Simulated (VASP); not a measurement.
Data:

```
CELL_PARAMETERS angstrom
      3.92127     0.00000     0.00000
     -1.96063     3.39592     0.00000
      0.00000     0.00000     6.74936
ATOMIC_POSITIONS crystal
  Na 0.00000 0.00000 0.02548
  Li 0.33333 0.66667 0.35774
  Zn 0.66667 0.33333 0.61188
  S  0.33333 0.66667 0.73400
  S  0.66667 0.33333 0.27089
```

Computed with PBEsol GGA, VASP's PBE PAW potentials (set 64) (plane waves; VASP). Run with 520 eV cut-off, 7×7×4 Γ-centred mesh, tetrahedra with Blöchl corrections, potentials Na_pv Li_sv Zn S.

Question: Predict the energy per atom (σ→0).

Answer: 
```json
{
  "energy per atom (σ→0)": "-3.822 eV/atom"
}
```

Only differences to runs with the same potentials and settings are physical.

The structure comes from a computed database's NaLiZnS2 entry (P3m1); how it stands against other phases isn't given here. It was relaxed first.
